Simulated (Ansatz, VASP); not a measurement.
# TiSn (h-BN type (invented)) in two plane-wave programs, part 2 of 2

Aim: how closely do two programs agree when they are given the same cell, functional and k mesh? The cell is generated by rule, not measured, and may not be a known phase. The cell is taken from a series of runs on this material, whose earlier steps may have relaxed, scaled, displaced or heated it; both programs get it as it stands.

VASP 6.6.1 and Ansatz 0.2.0.

So far: The starting structure; VASP: relaxation of cell and atoms, PBE with D3(BJ).

**3. Ansatz: relaxation of cell and atoms, PBE with D3(BJ)**

Level of this step: Ansatz beside VASP: Kohn-Sham DFT, plane waves, PBE with D3(BJ) (Ansatz).

Ansatz runs on its default PAW (the set named soft_2) files.

The same cell, functional, mesh and smearing now go to Ansatz, which takes its cutoff from its data sets.

Input file input.yaml:

```yaml
crystal:
  lattice:
    - [4.7301147015, -2.748e-07, 0.0]
    - [-2.3650571128, 4.0963996317, 0.0]
    - [0.0, 0.0, 5.4145751587]
  atoms:
    - { symbol: Ti, position: [0.3333333333, 0.6666666667, 0.25] }
    - { symbol: Ti, position: [0.6666666667, 0.3333333333, 0.75] }
    - { symbol: Sn, position: [0.6666666667, 0.3333333333, 0.25] }
    - { symbol: Sn, position: [0.3333333333, 0.6666666667, 0.75] }
kpoints:
  mp_grid: { grid: [12, 12, 8] }
hamiltonian:
  xc: pbe
  dispersion: d3bj
scf:
  occupations: { method: gaussian, width: 0.1 }
output:
  forces: true
  stress: true
  eigenvalues: true
relax:
  adjacent_minimum: "off"
  f_tol: 0.005
  max_steps: 80
  cell: { stress_tol: 0.05 }
```

Started as:

```sh
ansatz run input.yaml --threads 2 --pin off --max-ram 5120MiB --backend cpu --events-out ev --progress --plain --runs-dir out
```

Numbers of over 12 decimals in the logs are rounded to 6 here.

The program printed:

```text
Engine: ansatz 0.2.0, x86_64-unknown-linux-gnu
Pseudopotentials: kind: paw
Pseudopotential: Ti, paw, valence charge 12, recommended cutoff 420 eV (normal), Ti.paw.azcp
Pseudopotential: Sn, paw, valence charge 14, recommended cutoff 420 eV (normal), Sn.paw.azcp
Functional definition: PBE
  parameter kappa = 0.804
  parameter beta = 0.066725
  exchange = pbe_x(kappa = kappa, mu = beta*pi^2/3)
  correlation = pbe_c(beta = beta)
Crystal: 4 atoms, lattice volume = 104.915 Å³
Basis set: ecut = 420 eV, 2017 PW (Γ), exchange–correlation on 64×64×80 points (8 copies of the dense FFT grid, shifted against one another)
Bands: 32, of which v1, the nominal top of the filled ones, is band 26 counted from 1 (25 counted from 0)
Symmetry: 24 space group operations
Space group: P63/mmc (ITA 194), of the structure as read, at distance tolerance 4.7e-5 Å
k-points: 95 of 1152
Non-local potential: Ti, projectors of the file, l = 0: 3, l = 1: 2, l = 2: 3, l = 3: 1
Non-local potential: Sn, projectors of the file, l = 0: 2, l = 1: 2, l = 2: 2, l = 3: 2
PAW form: soft (Blöchl's): semilocal exchange-correlation on the pseudo side does not see the compensation charge
PAW one-centre angular grid: Ti, 590 points (default); XC on 64 Gauss nodes
PAW one-centre angular grid: Sn, 590 points (default); XC on 64 Gauss nodes
Initial density: superposition of atomic densities (neutral atoms: chi_scale 0, normalization atom), corrected by the library's trained network
Initial wavefunctions: pseudopotential atomic-orbital guess
Functional: x = pbe(κ = 0.804, μ = 0.219515), c = pbe(β = 0.066725)
SCF iter   1: F=—  HF=-17048.383983 eV  |F-HF|=—  |Δ(HF+E_count)|=         —  Δρ=7.48e-3  dr2=7.32e-2  ethr=1.77e-3  ⟨swp⟩=6.1  Hψ=13256  notcnv=0
preconditioner: auto → LDOS  [metal: Δε(μ)=0.046 eV  Ē_g=13.971 eV  σ=0.100 eV  W_gap=0.25  n_scr=22 (ndim 8)  ℏωp=21.8 eV  f_vac=0.058  D(μ)=1.10/eV (n_scr^D=2)  β→1.0]
SCF iter   2: F=—  HF=-17048.399496 eV  |F-HF|=—  |Δ(HF+E_count)|=   1.55e-2  Δρ=1.07e-2  dr2=1.65e-1  ethr=1.41e-4  ⟨swp⟩=2.1  Hψ=6672  notcnv=0  defer=122
SCF iter   3: F=—  HF=-17048.369987 eV  |F-HF|=—  |Δ(HF+E_count)|=   2.95e-2  Δρ=2.15e-3  dr2=5.76e-3  ethr=1.41e-4  ⟨swp⟩=2.0  Hψ=5664  notcnv=0  defer=122
SCF iter   4: F=—  HF=-17048.368813 eV  |F-HF|=—  |Δ(HF+E_count)|=   1.17e-3  Δρ=2.41e-4  dr2=7.18e-5  ethr=1.11e-5  ⟨swp⟩=2.0  Hψ=3493  notcnv=0  defer=122
SCF iter   5: F=—  HF=-17048.368777 eV  |F-HF|=—  |Δ(HF+E_count)|=   3.62e-5  Δρ=3.81e-5  dr2=1.57e-6  ethr=1.38e-7  ⟨swp⟩=2.0  Hψ=5276  notcnv=0  defer=114
SCF iter   6: F=-17048.368777 eV  HF=-17048.368777 eV  |F-HF|=5.78e-8  |Δ(HF+E_count)|=   6.30e-8  Δρ=9.93e-6  dr2=7.64e-8  ethr=1.92e-10  ⟨swp⟩=7.4  Hψ=14790  notcnv=0
SCF 1 converged in 6 iterations: F = -17048.368777 eV  dr2 = 7.64e-8
  greatest PAW one-centre occupation: 0.999 electrons in one spin orbital (limit 2), on the Ti atom at site 1 (counted from 0), in its partial waves of l = 0
relax step   1: F+E_penalty+E_count = -17048.36877718 eV  Δ(F+E_penalty+E_count) = +0.000e0 eV  max|allowed force component| = 3.585e-17 eV/Å  Δτ_max = 0.0000 Å  P = -0.010 GPa  Ω = 104.915 Å³  (6 SCF iters, dr2 threshold 1.00e-7 eV, accepted)
[...]
relax step   2: F+E_penalty+E_count = -17048.36878315 eV  Δ(F+E_penalty+E_count) = -5.970e-6 eV  max|allowed force component| = 1.417e-17 eV/Å  Δτ_max = 0.0000 Å  P = +0.010 GPa  Ω = 104.901 Å³  energy of the carried Pulay correction = +2.136e-6 eV  (5 SCF iters, dr2 threshold 1.20e-8 eV, accepted)
[...]
relax step   3: F+E_penalty+E_count = -17048.36878674 eV  Δ(F+E_penalty+E_count) = -3.580e-6 eV  max|allowed force component| = 7.315e-17 eV/Å  Δτ_max = 0.0000 Å  P = -0.000 GPa  Ω = 104.910 Å³  energy of the carried Pulay correction = +8.631e-7 eV  (4 SCF iters, dr2 threshold 7.43e-9 eV, accepted)
[...]
relax step   4: F+E_penalty+E_count = -17048.36878701 eV  Δ(F+E_penalty+E_count) = -2.746e-7 eV  max|allowed force component| = 8.399e-17 eV/Å  Δτ_max = 0.0000 Å  P = -0.000 GPa  Ω = 104.910 Å³  stress off target by 3.54e-4 GPa  SCF on the basis re-selected at this cell (its energy is not comparable with the rows above)  (4 SCF iters)
basis re-selected at this cell: Δ(F+E_penalty+E_count) = -2.746e-7 eV, ΔP = +0.000 GPa vs the last step (what re-selecting the basis moved, of the pressure what is left beyond the Pulay correction that the steps carried, after the strain that the cell walked since its last selection, with what the two solves' SCF thresholds leave and, on support functions, any second-order correction that the steps lacked; it is no m [...]
SCF converged after 4 iterations
Free energy (F): -17048.368787 eV
Harris-Foulkes:  -17048.368787 eV  (|F-HF|=0.00e0)
Internal energy: -17048.362552 eV  (E = F + TS)
E sigma→0 (E₀):  -17048.365670 eV
Entropy (-TS):   -0.006235 eV (-1.559 meV/atom)
Fermi energy:    9.040466 eV
--- Per-component energies (eV) ---
  E_band       = -617.415133
  E_kinetic    = 920.179829
  E_local      = -4372.556265  (includes V_loc(G=0)·N_el)
  E_nonlocal   = -44.779927
  E_hartree    = 2186.261450
  E_xc         = -959.018904
  E_vxc        = -434.945752  (∫ρ·V_xc dr)
  E_paw        = -10371.251197  (= ΣΔE_a)
  E_vpaw       = -1057.836142  (= ΣTr[D̂ρ^β])
  E_aug_tail   = 0.000236  (compensation charges beyond the density's cutoff)
  E_ewald      = -4405.624271
  E_disp       = -1.573503  (pairwise vdW)
  E_smearing   = -0.006235  (= −TS)
  E_closure    = 0.000000  (closes the sum)
  Σ components = -17048.368787   (vs F -17048.368787, Δ=0.00e0)
--- Forces (eV/Å), atoms counted from 1 ---
  atom   1  Ti    -0.00000000     0.00000000     0.00000000
  atom   2  Ti     0.00000000    -0.00000000    -0.00000000
  atom   3  Sn     0.00000000    -0.00000000    -0.00000000
  atom   4  Sn    -0.00000000     0.00000000     0.00000000
  max |Σ_I F_I| component: 4.63e-18 eV/Å
--- Stress (GPa, compression-positive) ---
        0.000008       0.000000       0.000000
        0.000000       0.000008      -0.000000
        0.000000      -0.000000      -0.000354
  P = ⅓ Tr σ = -0.0001 GPa (-0.001 kbar)
--- Band table (eV; the first three rows and the last of 95) ---
  k-point 0: bands = [... 22 lower, 7.4945, 7.9870, 7.9870, 9.2373, 9.2373, 9.8135, 10.2476, 10.2476, ... 2 higher]
  k-point 1: bands = [... 22 lower, 7.4769, 7.9053, 7.9053, 9.3438, 9.3438, 9.5736, 10.2640, 10.2640, ... 2 higher]
  k-point 2: bands = [... 22 lower, 7.4422, 7.7349, 7.7349, 8.9426, 9.5844, 9.5844, 10.2760, 10.2760, ... 2 higher]
  k-point 94: bands = [... 22 lower, 7.1888, 7.1888, 8.4165, 8.4165, 9.3870, 9.3870, 10.1381, 10.1381, ... 2 higher]
--- Relaxed structure (3 steps of the walk, 3 accepted, 1 SCFs on fresh bases) ---
  F+E_penalty+E_count = -17048.36878701 eV   max|allowed force component| = 8.399e-17 eV/Å   (the final SCF, on the basis selected at the relaxed cell)
  cell:  # Å, volume = 104.9097 Å³
    - [4.730709, -2.748150027854777e-7, 0]
    - [-2.365354, 4.096914, 0]
    - [0, 0, 5.412934]
  atoms:
    - { symbol: Ti, position: [0.333333, 0.666667, 0.250000] }
    - { symbol: Ti, position: [0.666667, 0.333333, 0.750000] }
    - { symbol: Sn, position: [0.666667, 0.333333, 0.250000] }
    - { symbol: Sn, position: [0.333333, 0.666667, 0.750000] }
```

The column dr2 measures how far the density is from self-consistency, as an energy; F and HF (Harris–Foulkes) agree once it is small.

**4. Differences**

Known differences besides the potentials themselves: the cutoff is 420 eV in Ansatz and 500 eV in VASP; Ansatz adds a Pulay correction to the stress that steers its cell, VASP none. Total energies have different zeros and are not compared.

Both answers:

| quantity | Ansatz | VASP | difference |
| --- | --- | --- | --- |
| volume (Å³) | 104.91 | 104.87 | +0.03 % |
| edge a after relaxation, in the typed setting (Å) | 4.731 | 4.730 | +0.02 % |
| edge c after relaxation, in the typed setting (Å) | 5.413 | 5.414 | -0.01 % |

**5. Summary of results**

```yaml
difference_in_volume_relaxation_of_cell_and_atoms_pbe_with_d3_bj: 0.034 %
```

What this shows: The difference in volume is 0.034 % (relaxation of cell and atoms, PBE with D3(BJ)), within the 1.2 % picked in this series as the mark of a large difference, as far as the stopping tolerances let one tell. 1 further run of this series is not shown here. Such differences can come from data sets, numerical settings and the points named under the comparisons, not from the functional's error against experiment.

[Lines on the potential files, build, host, timing and source positions are cut from VASP's logs without a mark.]

[Logs are printed without paths, hosts, clocks, repeated set-up lines and the standing remarks that a program may print on its own settings, such as how far it seeks lower states.]

[Hosts, paths, dates, database ids (printed as entryN), source tags and the programs' standing remarks are cut or masked in the printed files.]
